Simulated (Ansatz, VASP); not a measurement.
# LuAl2 in two plane-wave programs

Aim: how closely do two programs agree when they are given the same cell, functional and k mesh? The cell is taken from a series of runs on this material, whose earlier steps may have relaxed, scaled, displaced or heated it; both programs get it as it stands.

Main program and level: Ansatz 0.2.0; plane waves, with VASP 6.6.1 beside it; relaxation of cell and atoms at PBEsol.

## Step 1: The starting structure

Symmetry: Fd-3m, No. 227, cubic system. The conventional cell has a = 7.712 Å, b = 7.712 Å, c = 7.712 Å, α = 90.00°, β = 90.00°, γ = 90.00°. Lu has 12 Al at 3.20 Å and 4 Lu at 3.34 Å nearest. Nearest to Al lie 6 Al at 2.73 Å and 6 Lu at 3.20 Å. Farther neighbours are not listed.

## Step 2: Ansatz: relaxation of cell and atoms, PBEsol

Ansatz runs on its default PAW (the set named soft_2) files.

The relaxed volume is the usual yardstick between codes: in a stiff, nearly cubic crystal its relative difference is about their pressure difference at one cell divided by the bulk modulus.

The input, input.yaml:

```yaml
crystal:
  lattice:
    - [0.0, 3.8561654466, 3.8561654466]
    - [3.8561654466, 0.0, 3.8561654466]
    - [3.8561654466, 3.8561654466, 0.0]
  atoms:
    - { symbol: Lu, position: [0.5, 0.5, 0.5] }
    - { symbol: Lu, position: [0.75, 0.75, 0.75] }
    - { symbol: Al, position: [0.125, 0.125, 0.125] }
    - { symbol: Al, position: [0.625, 0.125, 0.125] }
    - { symbol: Al, position: [0.125, 0.625, 0.125] }
    - { symbol: Al, position: [0.125, 0.125, 0.625] }
kpoints:
  mp_grid: { grid: [6, 6, 6] }
hamiltonian:
  xc: pbesol
scf:
  occupations: { method: gaussian, width: 0.1 }
output:
  forces: true
  stress: true
  eigenvalues: true
relax:
  adjacent_minimum: "off"
  f_tol: 0.005
  max_steps: 80
  cell: { stress_tol: 0.05 }
```

On the command line:

```console
> ansatz run input.yaml --threads 16 --pin off --max-ram 61440MiB --backend cuda --events-out ev --progress --plain --runs-dir out
```

Numbers of over 12 decimals in the logs are rounded to 6 here.

The log of the run:

```text
Engine: ansatz 0.2.0, aarch64-unknown-linux-gnu
Pseudopotentials: kind: paw
Pseudopotential: Lu, paw, valence charge 25, recommended cutoff 420 eV (normal), Lu.paw.azcp
Pseudopotential: Al, paw, valence charge 3, recommended cutoff 420 eV (normal), Al.paw.azcp
Functional definition: PBEsol
  exchange = pbesol_x
  correlation = pbesol_c
[...]
Crystal: 6 atoms, lattice volume = 114.682 Å³
Basis set: ecut = 420 eV, 2229 PW (Γ), exchange–correlation on 80×80×80 points (8 copies of the dense FFT grid, shifted against one another)
Bands: 38, of which v1, the nominal top of the filled ones, is band 31 counted from 1 (30 counted from 0)
Symmetry: 48 space group operations
Space group: Fd-3m (ITA 227), of the structure as read, at distance tolerance 4.9e-5 Å
k-points: 16 of 216
Non-local potential: Lu, projectors of the file, l = 0: 3, l = 1: 2, l = 2: 2, l = 3: 3
Non-local potential: Al, projectors of the file, l = 0: 2, l = 1: 2, l = 2: 1
PAW form: soft (Blöchl's): semilocal exchange-correlation on the pseudo side does not see the compensation charge
PAW frozen core: Lu, regenerated for the run's functional, and the local potential with it (the file was generated under x = pbe(κ = 0.804, μ = 0.219515), c = pbe(β = 0.066725))
PAW frozen core: Al, regenerated for the run's functional, and the local potential with it (the file was generated under x = pbe(κ = 0.804, μ = 0.219515), c = pbe(β = 0.066725))
PAW one-centre angular grid: Lu, 590 points (default); XC on 64 Gauss nodes
PAW one-centre angular grid: Al, 110 points (default); XC on 64 Gauss nodes
Initial density: superposition of atomic densities (neutral atoms: chi_scale 0, normalization atom), corrected by the library's trained network
Initial wavefunctions: pseudopotential atomic-orbital guess
[...]
Functional: x = pbesol(κ = 0.804, μ = 0.123457), c = pbesol(β = 0.046)
SCF iter   1: F=—  HF=-31324.142972 eV  |F-HF|=—  |Δ(HF+E_count)|=         —  Δρ=1.52e-3  dr2=2.13e-3  ethr=1.77e-3  ⟨swp⟩=9.1  Hψ=3254  notcnv=0
preconditioner: auto → Kerker (q_TF=auto, 2.462 Å⁻¹)  [metal: Δε(μ)=0.017 eV  Ē_g=6.418 eV  σ=0.100 eV  W_gap=0.09  n_scr=26 (ndim 8)  ℏωp=23.5 eV  f_vac=0.000  D(μ)=3.48/eV (n_scr^D=26)]
SCF iter   2: F=—  HF=-31324.140338 eV  |F-HF|=—  |Δ(HF+E_count)|=   2.63e-3  Δρ=9.77e-4  dr2=9.49e-4  ethr=3.43e-6  ⟨swp⟩=3.1  Hψ=1655  notcnv=0  defer=3
[...]
SCF iter   7: F=-31324.140048 eV  HF=-31324.140048 eV  |F-HF|=5.53e-9  |Δ(HF+E_count)|=   2.09e-8  Δρ=2.91e-6  dr2=7.01e-9  ethr=5.75e-11  ⟨swp⟩=6.0  Hψ=2933  notcnv=0
SCF 1 converged in 7 iterations: F = -31324.140048 eV  dr2 = 7.01e-9
  greatest PAW one-centre occupation: 0.998 electrons in one spin orbital (limit 2), on the Lu atom at site 1 (counted from 0), in its partial waves of l = 0
relax step   1: F+E_penalty+E_count = -31324.14004809 eV  Δ(F+E_penalty+E_count) = +0.000e0 eV  max|allowed force component| = 5.975e-18 eV/Å  Δτ_max = 0.0000 Å  P = -1.327 GPa  Ω = 114.682 Å³  (7 SCF iters, dr2 threshold 1.00e-7 eV, accepted)
[...]
relax step   2: F+E_penalty+E_count = -31324.14661077 eV  Δ(F+E_penalty+E_count) = -6.563e-3 eV  max|allowed force component| = 3.527e-17 eV/Å  Δτ_max = 0.0000 Å  P = +0.658 GPa  Ω = 112.114 Å³  energy of the carried Pulay correction = +8.985e-4 eV  (6 SCF iters, dr2 threshold 6.00e-7 eV, accepted)
[...]
relax step   3: F+E_penalty+E_count = -31324.14798608 eV  Δ(F+E_penalty+E_count) = -1.375e-3 eV  max|allowed force component| = 1.581e-17 eV/Å  Δτ_max = 0.0000 Å  P = -0.014 GPa  Ω = 112.952 Å³  energy of the carried Pulay correction = +6.031e-4 eV  (5 SCF iters, dr2 threshold 6.00e-7 eV, accepted)
[...]
relax step   4: F+E_penalty+E_count = -31324.14737247 eV  Δ(F+E_penalty+E_count) = +6.136e-4 eV  max|allowed force component| = 1.484e-17 eV/Å  Δτ_max = 0.0000 Å  P = -0.022 GPa  Ω = 112.952 Å³  stress off target by 2.20e-2 GPa  SCF on the basis re-selected at this cell (its energy is not comparable with the rows above)  (6 SCF iters)
basis re-selected at this cell: Δ(F+E_penalty+E_count) = +6.136e-4 eV, ΔP = -0.008 GPa vs the last step (what re-selecting the basis moved, of the pressure what is left beyond the Pulay correction that the steps carried, after the strain that the cell walked since its last selection, with what the two solves' SCF thresholds leave and, on support functions, any second-order correction that the steps lacked; it is no m [...]
SCF converged after 6 iterations
Free energy (F): -31324.147372 eV
Harris-Foulkes:  -31324.147372 eV  (|F-HF|=1.46e-11)
Internal energy: -31324.129645 eV  (E = F + TS)
E sigma→0 (E₀):  -31324.138509 eV
Entropy (-TS):   -0.017728 eV (-2.955 meV/atom)
Fermi energy:    11.509490 eV
--- Per-component energies (eV) ---
  E_band       = -18.222585
  E_kinetic    = 936.171899
  E_local      = -15938.190915  (includes V_loc(G=0)·N_el)
  E_nonlocal   = 1203.806812
  E_hartree    = 6865.790117
  E_xc         = -593.523933
  E_vxc        = -635.494003  (∫ρ·V_xc dr)
  E_paw        = -16329.880884  (= ΣΔE_a)
  E_vpaw       = 683.903075  (= ΣTr[D̂ρ^β])
  E_aug_tail   = 0.000056  (compensation charges beyond the density's cutoff)
  E_ewald      = -7470.763688
  E_core_change = 2.460891  (= ΣΔE_core)
  E_smearing   = -0.017728  (= −TS)
  E_closure    = -0.000000  (closes the sum)
  Σ components = -31324.147372   (vs F -31324.147372, Δ=0.00e0)
--- Forces (eV/Å), atoms counted from 1 ---
  atom   1  Lu     0.00000000     0.00000000    -0.00000000
  atom   2  Lu    -0.00000000    -0.00000000     0.00000000
  atom   3  Al    -0.00000000    -0.00000000    -0.00000000
  atom   4  Al    -0.00000000     0.00000000     0.00000000
  atom   5  Al     0.00000000    -0.00000000    -0.00000000
  atom   6  Al    -0.00000000    -0.00000000    -0.00000000
  max |Σ_I F_I| component: 5.78e-18 eV/Å
--- Stress (GPa, compression-positive) ---
       -0.021956      -0.000000      -0.000000
       -0.000000      -0.021956      -0.000000
       -0.000000      -0.000000      -0.021956
  P = ⅓ Tr σ = -0.0220 GPa (-0.220 kbar)
--- Band table (eV; the first three rows and the last of 16) ---
  k-point 0: bands = [... 27 lower, 9.0386, 9.0386, 9.0386, 9.5418, 9.5418, 11.3679, 14.1578, 14.1578, ... 3 higher]
  k-point 1: bands = [... 27 lower, 9.3081, 9.3081, 10.1856, 10.1856, 10.2525, 12.3242, 13.2750, 14.2132, ... 3 higher]
  k-point 2: bands = [... 27 lower, 9.6073, 9.6073, 11.0392, 11.0392, 11.1959, 12.6007, 14.0167, 14.1922, ... 3 higher]
  k-point 15: bands = [... 27 lower, 9.0912, 10.7354, 10.7354, 12.1027, 12.1027, 12.8313, 12.8313, 14.0297, ... 3 higher]
--- Relaxed structure (3 steps of the walk, 3 accepted, 1 SCFs on fresh bases) ---
  F+E_penalty+E_count = -31324.14737247 eV   max|allowed force component| = 1.484e-17 eV/Å   (the final SCF, on the basis selected at the relaxed cell)
  cell:  # Å, volume = 112.9524 Å³
    - [0, 3.836676, 3.836676]
    - [3.836676, 0, 3.836676]
    - [3.836676, 3.836676, 0]
  atoms:
    - { symbol: Lu, position: [0.5, 0.5, 0.5] }
    - { symbol: Lu, position: [0.75, 0.75, 0.75] }
    - { symbol: Al, position: [0.125, 0.125, 0.125] }
    - { symbol: Al, position: [0.625, 0.125, 0.125] }
    - { symbol: Al, position: [0.125, 0.625, 0.125] }
    - { symbol: Al, position: [0.125, 0.125, 0.625] }
```

The column dr2 measures how far the density is from self-consistency, as an energy; F and HF (Harris–Foulkes) agree once it is small.

## Step 3: VASP: relaxation of cell and atoms, PBEsol

The same cell, functional, mesh and smearing now go to VASP, with its own data sets.

Lines of VASP's logs that name or quote its potential files are left out, and so is its time.

The input, INCAR:

```
SYSTEM = LuAl2
PREC = Accurate
ENCUT = 500
EDIFF = 1E-07
NELM = 120
ISMEAR = 0
SIGMA = 0.1
LREAL = .FALSE.
ALGO = Normal
GGA = PS
NBANDS = 21
LORBIT = 11
LWAVE = .FALSE.
LCHARG = .FALSE.
ISIF = 3
IBRION = 2
NSW = 80
EDIFFG = -0.005
LASPH = .TRUE.
GGA_COMPAT = .FALSE.
NELMIN = 4
KPAR = 2
```

The input, POSCAR:

```
LuAl2
1.0
    0.0000000000      3.8561650000      3.8561650000
    3.8561650000      0.0000000000      3.8561650000
    3.8561650000      3.8561650000      0.0000000000
Lu Al
2 4
Direct
    0.5000000000      0.5000000000      0.5000000000
    0.7500000648      0.7500000648      0.7500000648
    0.1249999676      0.1249999676      0.1249999676
    0.6250000972      0.1249999676      0.1249999676
    0.1249999676      0.6250000972      0.1249999676
    0.1249999676      0.1249999676      0.6250000972
```

The input, KPOINTS:

```
Automatic mesh
0
Gamma
6 6 6
0 0 0
```

The projector-augmented-wave data sets are Lu_3 and Al (PBE family, release 64).

On the command line:

```console
> mpirun -np 2 vasp_std
```

The log of the run:

```text
[banner, memory and clock lines left out]
running    2 mpi-ranks, on    1 nodes
 distrk:  each k-point on    1 cores,    2 groups
 distr:  one band on    1 cores,    1 groups

 POSCAR found type information on POSCAR LuAl
 POSCAR found :  2 types and       6 ions
|                                                                             |
|               ----> ADVICE to this user running VASP <----                  |
|                                                                             |
|     You enforced a specific xc type in the INCAR file but a different       |
|     [... a line on the potential file left out ...]
|     I HOPE YOU KNOW WHAT YOU ARE DOING!                                     |
|                                                                             |

 LDA part: xc-table for (Slater+PW92), standard interpolation
 POSCAR, INCAR and KPOINTS ok, starting setup
 FFT: planning ... GRIDC
 FFT: planning ... GRID_SOFT
 FFT: planning ... GRID
 WAVECAR not read
 entering main loop
       N       E                     dE             d eps       ncg     rms          rms(c)
DAV:   1     0.956399781816E+02    0.95640E+02   -0.12313E+04  1251   0.138E+03
DAV:   2    -0.229353631611E+02   -0.11858E+03   -0.11337E+03  1248   0.597E+02
DAV:   3    -0.291290671471E+02   -0.61937E+01   -0.58425E+01  1216   0.705E+01
DAV:   4    -0.293324427727E+02   -0.20338E+00   -0.19915E+00  1296   0.108E+01
DAV:   5    -0.293351118266E+02   -0.26691E-02   -0.26308E-02  1072   0.135E+00    0.292E+01
DAV:   6    -0.291133242523E+02    0.22179E+00   -0.58756E-01  1224   0.954E+00    0.186E+01
DAV:   7    -0.291096872938E+02    0.36370E-02   -0.20961E-01  1296   0.772E+00    0.956E-01
DAV:   8    -0.291007278336E+02    0.89595E-02   -0.45423E-02  1232   0.222E+00    0.370E-01
DAV:   9    -0.291006951918E+02    0.32642E-04   -0.23166E-03  1056   0.382E-01    0.132E-01
DAV:  10    -0.291007055449E+02   -0.10353E-04   -0.90669E-05  1240   0.131E-01    0.382E-02
DAV:  11    -0.291007014094E+02    0.41356E-05   -0.90308E-06  1168   0.462E-02    0.142E-02
DAV:  12    -0.291007012530E+02    0.15639E-06   -0.65618E-07   896   0.844E-03    0.325E-03
DAV:  13    -0.291007012515E+02    0.14779E-08   -0.20746E-07   672   0.483E-03
   1 F= -.29100701E+02 E0= -.29092009E+02  d E =-.291007E+02
 curvature:   0.00 expect dE= 0.000E+00 dE for cont linesearch  0.000E+00
 trial: gam= 0.00000 g(F)=  0.145E-41 g(S)=  0.665E-02 ort = 0.000E+00 (trialstep = 0.100E+01)
 search vector abs. value=  0.665E-02
 bond charge predicted
       N       E                     dE             d eps       ncg     rms          rms(c)
DAV:   1    -0.291110263324E+02   -0.10325E-01   -0.32610E-01   858   0.163E+01    0.101E+00
DAV:   2    -0.291055918458E+02    0.54345E-02   -0.20544E-02  1067   0.241E+00    0.315E-01
DAV:   3    -0.291026569138E+02    0.29349E-02   -0.53539E-03  1072   0.144E+00    0.139E-01
DAV:   4    -0.291023736503E+02    0.28326E-03   -0.84475E-04  1144   0.466E-01    0.124E-01
DAV:   5    -0.291023271440E+02    0.46506E-04   -0.10674E-04  1152   0.105E-01    0.519E-02
DAV:   6    -0.291023301237E+02   -0.29797E-05   -0.35081E-05  1160   0.455E-02    0.176E-02
DAV:   7    -0.291023288824E+02    0.12412E-05   -0.57398E-06  1264   0.218E-02    0.433E-03
DAV:   8    -0.291023287580E+02    0.12441E-06   -0.85382E-08   590   0.646E-03    0.188E-03
DAV:   9    -0.291023286840E+02    0.73986E-07   -0.16852E-07   688   0.797E-03
   2 F= -.29102329E+02 E0= -.29093509E+02  d E =-.162743E-02
 trial-energy change:   -0.001627  1 .order   -0.001587   -0.006654    0.003479
 step:   0.6620(harm=  0.6566)  dis= 0.00000  next Energy=   -29.102915 (dE=-0.221E-02)
 bond charge predicted
       N       E                     dE             d eps       ncg     rms          rms(c)
DAV:   1    -0.291039262992E+02   -0.15975E-02   -0.36934E-02   833   0.546E+00    0.344E-01
DAV:   2    -0.291032952248E+02    0.63107E-03   -0.23432E-03  1046   0.788E-01    0.106E-01
DAV:   3    -0.291029596600E+02    0.33556E-03   -0.62272E-04  1098   0.492E-01    0.478E-02
DAV:   4    -0.291029244190E+02    0.35241E-04   -0.84075E-05  1094   0.147E-01    0.413E-02
DAV:   5    -0.291029178807E+02    0.65383E-05   -0.13808E-05  1163   0.417E-02    0.169E-02
DAV:   6    -0.291029174643E+02    0.41639E-06   -0.36640E-06  1184   0.135E-02    0.511E-03
DAV:   7    -0.291029173098E+02    0.15452E-06   -0.31092E-07   674   0.807E-03    0.171E-03
DAV:   8    -0.291029173531E+02   -0.43285E-07   -0.41733E-07   760   0.634E-03
   3 F= -.29102917E+02 E0= -.29094142E+02  d E =-.221610E-02
 curvature:  -0.33 expect dE=-0.388E-07 dE for cont linesearch -0.388E-07
 trial: gam= 0.00000 g(F)=  0.331E-41 g(S)=  0.118E-06 ort =-0.280E-04 (trialstep = 0.932E+00)
 search vector abs. value=  0.118E-06
 reached required accuracy - stopping structural energy minimisation
```

(Part 1 of 2 ends here.)

[Lines on the potential files, build, host, timing and source positions are cut from VASP's logs without a mark.]

[Logs are printed without paths, hosts, clocks, repeated set-up lines and the standing remarks that a program may print on its own settings, such as how far it seeks lower states.]

[Hosts, paths, dates, database ids (printed as entryN), source tags and the programs' standing remarks are cut or masked in the printed files.]
